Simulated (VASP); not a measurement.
```
CELL_PARAMETERS angstrom
      0.00000     2.07727     2.07727
      2.07727     0.00000     2.07727
      2.07727     2.07727     0.00000
ATOMIC_POSITIONS crystal
  Au 0.00000 0.00000 0.00000
```

All values below come from PBE GGA, VASP's PBE PAW potentials (set 64) (plane waves; VASP). Run with 480 eV cut-off, 14×14×14 Γ-centred mesh, first-order Methfessel-Paxton smearing of 0.10 eV, potentials Au.

Energy and stress use the plane-wave basis of the starting cell.

Question: The ions, cell shape and volume at an external pressure of 5.0 GPa are relaxed. What does this cell relax into?

Answer: 
```
CELL_PARAMETERS angstrom
      0.00000     2.05540     2.05540
      2.05540     0.00000     2.05540
      2.05540     2.05540     0.00000
ATOMIC_POSITIONS crystal
  Au 0.00000 0.00000 0.00000
```
Space group Fm-3m (225), at a tolerance of 0.03 Å.

Question: How do energy and volume change from the first to the last step?

Answer: The energy (σ→0) changes by +8.3 meV/atom and the volume by -3.1 %, in 3 ionic steps.

| step | E(σ→0) (eV) | max force (eV/Å) | pressure (GPa) | volume (Å³) |
|---|---|---|---|---|
| 1 | -3.2182 | 0.000 | 0.01 | 17.93 |
| 2 | -3.1589 | 0.000 | 14.81 | 16.52 |
| 3 | -3.2099 | 0.000 | 4.93 | 17.37 |

The compound is Au in the fcc structure. This run relaxes it under an external pressure of 5 GPa. Symmetry was kept, so distortions that lower it aren't found.
